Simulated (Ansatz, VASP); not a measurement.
# BiO4: VASP beside Ansatz

```
Bi O
1.0
     3.60381    0.00000    0.00000
    -1.80191    3.12099    0.00000
     0.00000    0.00000    5.75265
Bi O
1 4
Direct
  0.00000 0.00000 0.00000
  0.33333 0.66667 0.24455
  0.33333 0.66667 0.75545
  0.66667 0.33333 0.75545
  0.66667 0.33333 0.24455
```

Alike in both runs: task relaxation of cell and atoms; functional PBE; k mesh 6 × 6 × 4; occupations gaussian, width 0.1 eV; no spin polarisation.

|  | VASP | Ansatz |
| --- | --- | --- |
| version | VASP 6.6.1 | Ansatz 0.2.0 |
| potentials or method | VASP PAW PBE potentials, release 64 (Bi_d, O) | scalar-relativistic, plane waves, PAW |
| plane-wave cutoff (eV) | 600 | 420 |
| valence electrons in the cell | 39 | 39 |

```csv
,VASP,Ansatz,Ansatz less VASP
"gap on the k mesh at the Fermi level, each at its own relaxed structure (eV)",none,none,-
relaxed volume (Å³/atom),14.48,14.48,+0.003
relaxed cell length with the largest relative difference (Å),6.313,6.307,-0.0055
energy change over the relaxation (meV/atom),-11,-13,-2.0
```

A gap of «none» marks a metal or a gap that the smearing closes.

Caveats: spin-orbit coupling is left out, which moves the levels of the heavy elements; an odd number of electrons without spin polarisation forces a metal; a magnetic or distorted state may lie lower.
